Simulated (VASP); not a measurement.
An input for Ansatz (written as the equivalent of a VASP run, and not itself run):

Ansatz 0.2 input:
```yaml
crystal:
  lattice:
    - [4.7522949, 0.3900942, 0.3900942]
    - [0.3900942, 4.7522949, 0.3900942]
    - [0.3900942, 0.3900942, 4.7522949]
  atoms:
    - { symbol: Sn, position: [0.9782241, 0.9782241, 0.9782241] }
    - { symbol: Sn, position: [0.2717759, 0.2717759, 0.2717759] }
    - { symbol: C, position: [0.4934854, 0.4934854, 0.8923503] }
    - { symbol: C, position: [0.7565146, 0.7565146, 0.3576497] }
    - { symbol: C, position: [0.4934854, 0.8923503, 0.4934854] }
    - { symbol: C, position: [0.7565146, 0.3576497, 0.7565146] }
    - { symbol: C, position: [0.8923503, 0.4934854, 0.4934854] }
    - { symbol: C, position: [0.3576497, 0.7565146, 0.7565146] }
kpoints:
  mp_grid: { grid: [5, 5, 5] }
hamiltonian:
  xc: pbe
  pseudopotentials: { kind: paw }
scf:
  occupations: { method: gaussian, width: 0.05 }
  max_iter: 100
relax:
  max_steps: 60
  f_tol: 0.02
  cell: {}
output: { forces: true, stress: true, eigenvalues: true }
```

Translate this input to VASP (INCAR, KPOINTS, POSCAR, choice of POTCAR).

One answer among several that fit: 
**KPOINTS**
```
Automatic mesh
0
Gamma
5 5 5
0 0 0
```

### INCAR
```
SYSTEM = Sn2C6
PREC = Accurate
ENCUT = 500
EDIFF = 1E-6
NELM = 100
ALGO = Normal
LREAL = .FALSE.
LASPH = .TRUE.
ISMEAR = 0
SIGMA = 0.05
GGA = PE
LMAXMIX = 4
LWAVE = .FALSE.
LCHARG = .FALSE.
IBRION = 2
ISIF = 3
NSW = 60
EDIFFG = -0.02
```

File POSCAR:
```
Sn2C6
1.0
  4.7522949409   0.3900941962   0.3900941962
  0.3900941962   4.7522949409   0.3900941962
  0.3900941962   0.3900941962   4.7522949409
Sn C
2 6
Cart
  5.4120087956   5.4120087956   5.4120087956
  1.5035953710   1.5035953710   1.5035953710
  2.8857946760   2.8857946760   4.6257235955
  4.0298094906   4.0298094906   2.2898805711
  2.8857946760   4.6257235955   2.8857946760
  4.0298094906   2.2898805711   4.0298094906
  4.6257235955   2.8857946760   2.8857946760
  2.2898805711   4.0298094906   4.0298094906
```

POTCAR, in this order: Sn_d C (PBE.64 set). Program: vasp_std.

The two are equivalent in intent, not identical: each code has its own PAW files, so the cut-off isn't converted (ENCUT is set for VASP's; basis.ecutwfc is left out, and Ansatz then takes the one that its files recommend); Ansatz stops its SCF on the density residual and VASP on the energy change (EDIFF).

The structure was generated: Sn2C6 was put into an ordered model structure (R-3m), which need not be its known phase. This run relaxes it. Symmetry was kept, so distortions that lower it aren't found. The start is the result of an earlier pass.
